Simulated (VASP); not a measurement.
Level of theory: PBE GGA with D4 dispersion, VASP's PBE PAW potentials (set 64) (plane waves; VASP).

A VASP calculation is set up with these files.

**POSCAR**
```
MoTe2
1
    1.7330096985    -3.0016604374     0.0000000000
    1.7330096985     3.0016604374     0.0000000000
    0.0000000000     0.0000000000    13.6267342629
Te Mo
4 2
Direct
  0.3333330000   0.6666670000   0.8819169661
  0.6666670000   0.3333330000   0.3819169661
  0.6666670000   0.3333330000   0.1180830339
  0.3333330000   0.6666670000   0.6180830339
  0.3333330000   0.6666670000   0.2500000000
  0.6666670000   0.3333330000   0.7500000000
```

**INCAR**
```
LASPH=T   ! aspherical one-centre terms
SIGMA=0.05   ! width (eV)
ENCUT=520   ! plane-wave cut-off (eV)
ALGO=Normal   ! blocked Davidson
EDIFF=1E-7   ! SCF stop (eV)
LMAXMIX=4   ! l cut-off of mixed one-centre charges
IVDW=13   ! D4
LCHARG=F
IBRION=2   ! conjugate gradients
ISMEAR=0
EDIFFG=-0.01   ! ionic stop
SYSTEM=MoTe2
NSW=30
ISIF=4   ! ions and shape, fixed volume
LREAL=F   ! projection in real space or not
NELM=100
LWAVE=F
PREC=Accurate
GGA=PE   ! PBE
```

### KPOINTS
```
Automatic mesh
0
Gamma
7 7 2
0 0 0
```

POTCAR, in this order: Te Mo_sv (PBE.64 set). Program: vasp_std.

Output of the run:

File OSZICAR:
```
       N       E                     dE             d eps       ncg     rms          rms(c)
DAV:   1     0.417757289733E+03    0.41776E+03   -0.27445E+04  1120   0.152E+03
DAV:   2    -0.143834654930E+02   -0.43214E+03   -0.42489E+03  1253   0.358E+02
DAV:   3    -0.363774880603E+02   -0.21994E+02   -0.21819E+02  1244   0.687E+01
DAV:   4    -0.369676731371E+02   -0.59019E+00   -0.58815E+00  1235   0.109E+01
DAV:   5    -0.369836667730E+02   -0.15994E-01   -0.15990E-01  1289   0.186E+00    0.235E+01
DAV:   6    -0.361816648236E+02    0.80200E+00   -0.68935E+00  1189   0.135E+01    0.939E+00
DAV:   7    -0.361713701880E+02    0.10295E-01   -0.69474E+00  1083   0.105E+01    0.628E+00
DAV:   8    -0.357885144870E+02    0.38286E+00   -0.17180E+00  1152   0.595E+00    0.329E+00
DAV:   9    -0.357942110770E+02   -0.56966E-02   -0.25276E-01  1310   0.219E+00    0.142E+00
DAV:  10    -0.357880769272E+02    0.61341E-02   -0.44173E-02  1223   0.107E+00    0.383E-01
DAV:  11    -0.357883880766E+02   -0.31115E-03   -0.23972E-03  1323   0.247E-01    0.330E-01
DAV:  12    -0.357883139547E+02    0.74122E-04   -0.50520E-04  1157   0.948E-02    0.165E-01
DAV:  13    -0.357882785845E+02    0.35370E-04   -0.79775E-05  1226   0.486E-02    0.120E-01
DAV:  14    -0.357882722474E+02    0.63371E-05   -0.30167E-05  1238   0.222E-02    0.617E-02
DAV:  15    -0.357882708491E+02    0.13983E-05   -0.24981E-06  1181   0.787E-03    0.364E-02
DAV:  16    -0.357882690713E+02    0.17778E-05   -0.49155E-06  1189   0.962E-03    0.178E-02
DAV:  17    -0.357882687658E+02    0.30556E-06   -0.57779E-07  1025   0.327E-03    0.300E-03
DAV:  18    -0.357882687211E+02    0.44694E-07   -0.74025E-08   622   0.126E-03
   1 F= -.39319516E+02 E0= -.39319516E+02  d E =-.393195E+02
       N       E                     dE             d eps       ncg     rms          rms(c)
DAV:   1    -0.358182140310E+02   -0.29945E-01   -0.10806E+00  1042   0.584E+00    0.898E-01
DAV:   2    -0.358135562130E+02    0.46578E-02   -0.62191E-02  1186   0.109E+00    0.492E-01
DAV:   3    -0.358125073610E+02    0.10489E-02   -0.23255E-02  1185   0.721E-01    0.488E-01
DAV:   4    -0.358111257146E+02    0.13816E-02   -0.45279E-03  1265   0.294E-01    0.211E-01
DAV:   5    -0.358109888808E+02    0.13683E-03   -0.15514E-03  1297   0.169E-01    0.876E-02
DAV:   6    -0.358109742411E+02    0.14640E-04   -0.14858E-04  1192   0.589E-02    0.988E-02
DAV:   7    -0.358109720740E+02    0.21672E-05   -0.15723E-05  1224   0.185E-02    0.484E-02
DAV:   8    -0.358109699991E+02    0.20749E-05   -0.26372E-06  1223   0.863E-03    0.192E-02
DAV:   9    -0.358109696610E+02    0.33803E-06   -0.58637E-07  1012   0.305E-03    0.126E-02
DAV:  10    -0.358109695920E+02    0.69078E-07   -0.30079E-08   608   0.886E-04
   2 F= -.39340345E+02 E0= -.39340345E+02  d E =-.208296E-01
       N       E                     dE             d eps       ncg     rms          rms(c)
DAV:   1    -0.358109844561E+02   -0.14795E-04   -0.35181E-05  1042   0.335E-02    0.484E-03
DAV:   2    -0.358109840592E+02    0.39694E-06   -0.16643E-06  1039   0.600E-03    0.265E-03
DAV:   3    -0.358109838125E+02    0.24670E-06   -0.32284E-07   830   0.319E-03    0.185E-03
DAV:   4    -0.358109837621E+02    0.50397E-07   -0.71908E-08   545   0.160E-03
   3 F= -.39340348E+02 E0= -.39340348E+02  d E =-.208324E-01
       N       E                     dE             d eps       ncg     rms          rms(c)
DAV:   1    -0.358294247329E+02   -0.18441E-01   -0.78633E-01   992   0.563E+00    0.106E+00
DAV:   2    -0.358195465622E+02    0.98782E-02   -0.59471E-02  1161   0.116E+00    0.572E-01
DAV:   3    -0.358172572837E+02    0.22893E-02   -0.79986E-03  1196   0.456E-01    0.187E-01
DAV:   4    -0.358164478771E+02    0.80941E-03   -0.44944E-03  1192   0.307E-01    0.230E-01
DAV:   5    -0.358163053094E+02    0.14257E-03   -0.96084E-04  1270   0.127E-01    0.228E-02
DAV:   6    -0.358163045526E+02    0.75677E-06   -0.75218E-05  1265   0.408E-02    0.224E-02
DAV:   7    -0.358163040209E+02    0.53174E-06   -0.31031E-06  1028   0.859E-03    0.541E-03
DAV:   8    -0.358163037927E+02    0.22821E-06   -0.23030E-06  1223   0.802E-03    0.231E-03
DAV:   9    -0.358163037277E+02    0.64982E-07   -0.72493E-08   665   0.153E-03
   4 F= -.39345804E+02 E0= -.39345804E+02  d E =-.545598E-02
       N       E                     dE             d eps       ncg     rms          rms(c)
DAV:   1    -0.358300357413E+02   -0.13732E-01   -0.70210E-01   992   0.532E+00    0.998E-01
DAV:   2    -0.358212479129E+02    0.87878E-02   -0.52966E-02  1176   0.109E+00    0.541E-01
DAV:   3    -0.358192094064E+02    0.20385E-02   -0.71759E-03  1195   0.431E-01    0.177E-01
DAV:   4    -0.358184892040E+02    0.72020E-03   -0.39962E-03  1198   0.290E-01    0.217E-01
DAV:   5    -0.358183622753E+02    0.12693E-03   -0.83963E-04  1254   0.119E-01    0.216E-02
DAV:   6    -0.358183617734E+02    0.50189E-06   -0.63401E-05  1256   0.376E-02    0.213E-02
DAV:   7    -0.358183615142E+02    0.25919E-06   -0.23646E-06  1059   0.726E-03    0.756E-03
DAV:   8    -0.358183611192E+02    0.39499E-06   -0.27924E-06  1236   0.880E-03    0.281E-03
DAV:   9    -0.358183610424E+02    0.76830E-07   -0.10164E-07   666   0.182E-03
   5 F= -.39348104E+02 E0= -.39348104E+02  d E =-.775569E-02
       N       E                     dE             d eps       ncg     rms          rms(c)
DAV:   1    -0.358190826386E+02   -0.72152E-03   -0.39764E-02   992   0.127E+00    0.239E-01
DAV:   2    -0.358185867345E+02    0.49590E-03   -0.30351E-03  1176   0.262E-01    0.131E-01
DAV:   3    -0.358184696476E+02    0.11709E-03   -0.41474E-04  1202   0.103E-01    0.427E-02
DAV:   4    -0.358184279449E+02    0.41703E-04   -0.22635E-04  1198   0.691E-02    0.525E-02
DAV:   5    -0.358184199325E+02    0.80124E-05   -0.47339E-05  1238   0.285E-02    0.521E-03
DAV:   6    -0.358184196395E+02    0.29299E-06   -0.35140E-06  1232   0.887E-03    0.513E-03
DAV:   7    -0.358184195626E+02    0.76838E-07   -0.12131E-07   741   0.169E-03
   6 F= -.39348215E+02 E0= -.39348215E+02  d E =-.786701E-02
```

### OUTCAR
```
------------------------ aborting loop because EDIFF is reached ----------------------------------------
  Edisp (eV):   -3.52980
  FORCE on cell =-STRESS in cart. coord.  units (eV):
  Direction    XX          YY          ZZ          XY          YZ          ZX
  --------------------------------------------------------------------------------------
  Total       1.22602     1.22602     1.25016     0.00000    -0.00000    -0.00000
  in kB      13.85551    13.85551    14.12837     0.00000    -0.00000    -0.00000
  external pressure =       13.95 kB  Pullay stress =        0.00 kB
  volume of cell :      141.77
      direct lattice vectors                 reciprocal lattice vectors
     1.739340896 -3.012626337  0.000000000     0.287465212 -0.165968143  0.000000000
     1.739340896  3.012626337 -0.000000000     0.287465212  0.165968143 -0.000000000
    -0.000000000  0.000000000 13.527712486     0.000000000  0.000000000  0.073922328
 POSITION                                       TOTAL-FORCE (eV/Angst)
 -----------------------------------------------------------------------------------
      1.73934      1.00421     11.96483        -0.000000     -0.000000      0.003857
      1.73934     -1.00421      5.20098        -0.000000     -0.000000      0.003857
      1.73934     -1.00421      1.56288        -0.000000     -0.000000     -0.003857
      1.73934      1.00421      8.32674        -0.000000     -0.000000     -0.003857
      1.73934      1.00421      3.38193        -0.000000     -0.000000      0.000000
      1.73934     -1.00421     10.14578         0.000000      0.000000      0.000000
 -----------------------------------------------------------------------------------
    total drift:                               -0.000240      0.001594     -0.000026
  FREE ENERGIE OF THE ION-ELECTRON SYSTEM (eV)
  ---------------------------------------------------
  free  energy   TOTEN  =       -39.3482149821 eV

  energy  without entropy=      -39.3482149821  energy(sigma->0) =      -39.34821498

 reached required accuracy - stopping structural energy minimisation
```
(Selected blocks of OUTCAR.)

### CONTCAR
```
MoTe2
   1.00000000000000
     1.7393408959742507   -3.0126263366499395    0.0000000000000000
     1.7393408959742507    3.0126263366499395   -0.0000000000000000
    -0.0000000000000000    0.0000000000000000   13.5277124858620574
  Te              Mo
     4     2
Direct
     0.3333330000000032    0.6666669999999968    0.8844682922459415
     0.6666669999999968    0.3333330000000032    0.3844682922459414
     0.6666669999999968    0.3333330000000032    0.1155317077540586
     0.3333330000000032    0.6666669999999968    0.6155317077540585
     0.3333330000000032    0.6666669999999968    0.2500000000000000
     0.6666669999999968    0.3333330000000032    0.7500000000000000
```

### OUTCAR
```
 val. band max:        8.9865747515   @ k =   0.0000   0.0000   0.0000

 cond. band min:       9.6600588554   @ k =   0.2857   0.1429   0.0000


 Fermi energy:         9.2092580817

 k-point     1 :       0.0000    0.0000    0.0000
  band No.  band energies     occupation
      1     -51.8960      2.00000
      2     -51.8960      2.00000
      3     -26.0824      2.00000
      4     -26.0824      2.00000
      5     -25.9300      2.00000
      6     -25.9300      2.00000
      7     -25.9300      2.00000
      8     -25.9300      2.00000
      9      -4.3991      2.00000
     10      -3.8783      2.00000
     11      -3.6155      2.00000
     12      -2.8284      2.00000
     13       2.6858      2.00000
     14       4.4077      2.00000
     15       5.4295      2.00000
     16       7.1140      2.00000
     17       7.1140      2.00000
     18       7.1391      2.00000
     19       7.1391      2.00000
     20       7.6966      2.00000
     21       7.8904      2.00000
     22       7.8904      2.00000
     23       7.9474      2.00000
     24       7.9474      2.00000
     25       8.9003      2.00000
     26       8.9866      2.00000
     27      11.8451      0.00000
     28      11.8451      0.00000
     29      12.0284      0.00000
     30      12.0318      0.00000
     31      12.0592      0.00000

 k-point     2 :       0.1429    0.0000    0.0000
  band No.  band energies     occupation
      1     -51.8938      2.00000
      2     -51.8938      2.00000
      3     -26.0763      2.00000
      4     -26.0762      2.00000
      5     -25.9578      2.00000
      6     -25.9578      2.00000
      7     -25.9365      2.00000
      8     -25.9365      2.00000
      9      -4.0994      2.00000
     10      -3.5854      2.00000
     11      -3.3848      2.00000
     12      -2.6378      2.00000
     13       3.0131      2.00000
     14       4.7085      2.00000
     15       5.3106      2.00000
     16       6.4586      2.00000
     17       6.5484      2.00000
...
```

Unless said otherwise, spin-orbit coupling is left out, though it shifts the bands of the heavy elements here.

The compound is MoTe2 in the 2H layered structure. This cell is one point of a volume scan, at 0.97 of the reference volume. Symmetry was kept, so distortions that lower it aren't found.
